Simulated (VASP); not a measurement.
Output of a VASP run:

**OSZICAR**
```
...
DAV:   6    -0.535926674632E+02   -0.39225E-05   -0.11737E-05  4080   0.403E-02    0.425E-03
DAV:   7    -0.535926678869E+02   -0.42370E-06   -0.17868E-06  3996   0.117E-02    0.225E-03
DAV:   8    -0.535926679756E+02   -0.88685E-07   -0.16073E-07  2416   0.456E-03
   4 F= -.55025923E+02 E0= -.55025923E+02  d E =-.114189E-01
       N       E                     dE             d eps       ncg     rms          rms(c)
DAV:   1    -0.536738011933E+02   -0.81133E-01   -0.27262E+01  3304   0.456E+01    0.275E+00
DAV:   2    -0.536561129399E+02    0.17688E-01   -0.11310E+00  3792   0.829E+00    0.156E+00
DAV:   3    -0.536108165409E+02    0.45296E-01   -0.11450E-01  4008   0.330E+00    0.557E-01
DAV:   4    -0.536068419300E+02    0.39746E-02   -0.24214E-02  4436   0.144E+00    0.109E-01
DAV:   5    -0.536069304885E+02   -0.88559E-04   -0.16273E-03  4072   0.374E-01    0.630E-02
DAV:   6    -0.536069587772E+02   -0.28289E-04   -0.99677E-05  4340   0.982E-02    0.122E-02
DAV:   7    -0.536069621118E+02   -0.33346E-05   -0.11357E-05  4536   0.281E-02    0.618E-03
DAV:   8    -0.536069627128E+02   -0.60104E-06   -0.12635E-06  3800   0.105E-02    0.133E-03
DAV:   9    -0.536069626696E+02    0.43217E-07   -0.87806E-08  2176   0.248E-03
   5 F= -.55040476E+02 E0= -.55040476E+02  d E =-.259723E-01
       N       E                     dE             d eps       ncg     rms          rms(c)
DAV:   1    -0.536070136579E+02   -0.50945E-04   -0.20360E-02  3368   0.124E+00    0.749E-02
DAV:   2    -0.536069956279E+02    0.18030E-04   -0.82012E-04  3784   0.231E-01    0.423E-02
DAV:   3    -0.536069590567E+02    0.36571E-04   -0.77244E-05  3940   0.886E-02    0.791E-03
DAV:   4    -0.536069592846E+02   -0.22797E-06   -0.97430E-06  4164   0.271E-02    0.270E-03
DAV:   5    -0.536069593472E+02   -0.62520E-07   -0.53212E-07  3612   0.671E-03
   6 F= -.55040480E+02 E0= -.55040480E+02  d E =-.259767E-01
       N       E                     dE             d eps       ncg     rms          rms(c)
DAV:   1    -0.536064226018E+02    0.53668E-03   -0.34387E-01  3304   0.374E+00    0.108E-01
DAV:   2    -0.536068643348E+02   -0.44173E-03   -0.59651E-03  3776   0.570E-01    0.788E-02
DAV:   3    -0.536067892078E+02    0.75127E-04   -0.20448E-04  4460   0.124E-01    0.506E-02
DAV:   4    -0.536067614828E+02    0.27725E-04   -0.12381E-04  3788   0.973E-02    0.855E-03
DAV:   5    -0.536067630919E+02   -0.16090E-05   -0.22728E-05  3608   0.369E-02    0.610E-03
DAV:   6    -0.536067630296E+02    0.62259E-07   -0.11662E-06  4296   0.792E-03    0.240E-03
DAV:   7    -0.536067628756E+02    0.15399E-06   -0.76925E-07  3348   0.825E-03    0.612E-04
DAV:   8    -0.536067628642E+02    0.11431E-07   -0.92203E-08  1896   0.250E-03
   7 F= -.55040379E+02 E0= -.55040379E+02  d E =0.101937E-03
       N       E                     dE             d eps       ncg     rms          rms(c)
DAV:   1    -0.536068953444E+02   -0.13247E-03   -0.12062E-01  3312   0.221E+00    0.633E-02
DAV:   2    -0.536070497797E+02   -0.15444E-03   -0.20689E-03  3768   0.336E-01    0.465E-02
DAV:   3    -0.536070231985E+02    0.26581E-04   -0.69101E-05  4448   0.710E-02    0.284E-02
DAV:   4    -0.536070146294E+02    0.85691E-05   -0.41257E-05  3824   0.554E-02    0.516E-03
DAV:   5    -0.536070149740E+02   -0.34462E-06   -0.76601E-06  3628   0.215E-02    0.361E-03
DAV:   6    -0.536070149902E+02   -0.16253E-07   -0.34795E-07  3320   0.456E-03
   8 F= -.55040575E+02 E0= -.55040575E+02  d E =-.942008E-04
```

### OUTCAR
```
------------------------ aborting loop because EDIFF is reached ----------------------------------------
 Edisp (eV)   -1.43356
  FORCE on cell =-STRESS in cart. coord.  units (eV):
  Direction    XX          YY          ZZ          XY          YZ          ZX
  --------------------------------------------------------------------------------------
  Total       4.56268     4.56268     4.58028     0.00000     0.00000     0.00000
  in kB     112.92168   112.92168   113.35749     0.00000     0.00000     0.00000
  external pressure =      113.07 kB  Pullay stress =        0.00 kB
  volume of cell :       64.74
      direct lattice vectors                 reciprocal lattice vectors
    -1.882461376  1.882461376  4.567102117     0.000000000  0.265609699  0.109478612
     1.882461376 -1.882461376  4.567102117     0.265609699  0.000000000  0.109478612
     1.882461376  1.882461376 -4.567102117     0.265609699  0.265609699  0.000000000
 POSITION                                       TOTAL-FORCE (eV/Angst)
 -----------------------------------------------------------------------------------
     -0.00000      1.88246      2.28355        -0.000000      0.000000      0.000000
      1.88246      1.88246     -4.56710        -0.000000      0.000000     -0.000000
     -0.00000      1.88246      0.32404        -0.000000      0.000000     -0.000035
      1.88246      1.88246      2.60759         0.000000     -0.000000     -0.000035
      0.00000      0.00000      1.95951         0.000000      0.000000      0.000035
      0.00000      1.88246      4.24306        -0.000000     -0.000000      0.000035
 -----------------------------------------------------------------------------------
    total drift:                               -0.000000     -0.000000     -0.000000
  FREE ENERGIE OF THE ION-ELECTRON SYSTEM (eV)
  ---------------------------------------------------
  free  energy   TOTEN  =       -55.0405746596 eV

  energy  without entropy=      -55.0405746596  energy(sigma->0) =      -55.04057466

 reached required accuracy - stopping structural energy minimisation
```
(Selected blocks of OUTCAR.)

File POSCAR:
```
TiO2
1
   -1.8590821299     1.8590821299     4.6826933445
    1.8590821299    -1.8590821299     4.6826933445
    1.8590821299     1.8590821299    -4.6826933445
Ti O
2 4
Direct
  0.7500000000   0.2500000000   0.5000000000
  0.0000000000   0.0000000000   0.0000000000
  0.5416814310   0.0416814310   0.5000000000
  0.7916814310   0.7916814310   0.0000000000
  0.2083185690   0.2083185690   0.0000000000
  0.9583185690   0.4583185690   0.5000000000
```

Task: Write an INCAR and KPOINTS that could have produced this output.

Result: This is not unique; one that fits is the input of the run itself, PBE GGA with D3 dispersion (Becke-Johnson damping), plane waves, VASP's PBE PAW potentials (set 64).

**KPOINTS**
```
Automatic
0
G
 8 8 8
```

### INCAR
```
ALGO  =  Normal
EDIFF  =  1E-7
EDIFFG  =  -0.01
ENCUT  =  520
GGA  =  PE
IBRION  =  2
ISIF  =  4
ISMEAR  =  0
IVDW  =  12
LASPH  =  T
LCHARG  =  F
LMAXMIX  =  4
LREAL  =  F
LWAVE  =  F
NELM  =  100
NSW  =  30
PREC  =  Accurate
SIGMA  =  0.05
SYSTEM  =  TiO2
```

POTCAR, in this order: Ti_sv O (PBE.64 set). Program: vasp_std.

The compound is TiO2 in the anatase structure, one of several forms; rutile is the usual stable one. This cell is one point of a volume scan, at 0.94 of the reference volume. Symmetry was kept, so distortions that lower it aren't found.
